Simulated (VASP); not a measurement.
CsCaBO3: single point with PBE

Crystal: CsCaBO3.

```xyz
24
Lattice="7.5720 0.0000 0.0000 0.0000 7.5720 0.0000 0.0000 0.0000 7.5720" Properties=species:S:1:pos:R:3 pbc="T T T"
Cs    4.8496    2.7224    6.5084
Cs    6.5084    4.8496    2.7224
Cs    1.0636    1.0636    1.0636
Cs    2.7224    6.5084    4.8496
Ca    6.4835    6.4835    6.4835
Ca    4.8745    1.0885    2.6975
Ca    2.6975    4.8745    1.0885
Ca    1.0885    2.6975    4.8745
B     0.7238    4.5098    6.8482
B     3.0622    3.0622    3.0622
B     4.5098    6.8482    0.7238
B     6.8482    0.7238    4.5098
O     0.6448    5.5515    0.2007
O     3.1412    2.0205    3.9867
O     4.4308    5.8065    7.3713
O     6.9272    1.7655    3.5853
O     0.2007    0.6448    5.5515
O     3.9867    3.1412    2.0205
O     7.3713    4.4308    5.8065
O     3.5853    6.9272    1.7655
O     5.5515    0.2007    0.6448
O     2.0205    3.9867    3.1412
O     5.8065    7.3713    4.4308
O     1.7655    3.5853    6.9272
```

The cell isn't the ideal one: ions relaxed at fixed cell.

- Program: VASP 6.6.1
- Task: single point
- Functional: PBE
- Potentials or basis: VASP PAW PBE potentials, release 64 (Cs_sv, Ca_sv, B, O)
- Cutoff: 520 eV
- k mesh: 3 × 3 × 3
- Occupations: fermi-dirac, width 0.02 eV
- Spin: no spin polarisation
- Dipole correction: no
- Further INCAR settings: LREAL = Auto; ALGO = Fast; EDIFF = 1e-06; NBANDS = 98

The pressure is 1.7 GPa, the largest force is 0.080 eV/Å and the band gap on the k mesh is 4.06 eV, direct.

Forces on the atoms (eV/Å):
```
Cs  -0.006  0.006  0.006
Cs   0.006 -0.006  0.006
Cs  -0.006 -0.006 -0.006
Cs   0.006  0.006 -0.006
Ca  -0.002 -0.002 -0.002
Ca   0.002  0.002 -0.002
Ca  -0.002  0.002  0.002
Ca   0.002 -0.002  0.002
B    0.000  0.000  0.000
B    0.000  0.000  0.000
B    0.000  0.000  0.000
B    0.000  0.000  0.000
O   -0.018  0.045  0.063
O    0.018 -0.045  0.063
O   -0.018 -0.045 -0.063
O    0.018  0.045 -0.063
O    0.063 -0.018  0.045
O    0.063  0.018 -0.045
O   -0.063 -0.018 -0.045
O   -0.063  0.018  0.045
O    0.045  0.063 -0.018
O   -0.045  0.063  0.018
O   -0.045 -0.063 -0.018
O    0.045 -0.063  0.018
```

Levels at points of the mesh, in eV from the valence-band top:
```
           k point  band 76  band 77  band 78  band 79  band 80  band 81  band 82  band 83  band 84  band 85
(0.00, 0.00, 0.00)    -0.56    -0.32    -0.32    -0.32     0.00     4.06     5.43     5.43     5.43     6.27
```

It took 8.4 min on 1 thread of Intel(R) Xeon(R) Platinum 8488C (Sapphire Rapids), with other jobs on the host, peak memory 0.48 GiB.

Caveat: spin-orbit coupling is left out, which moves the levels of the heavy elements.
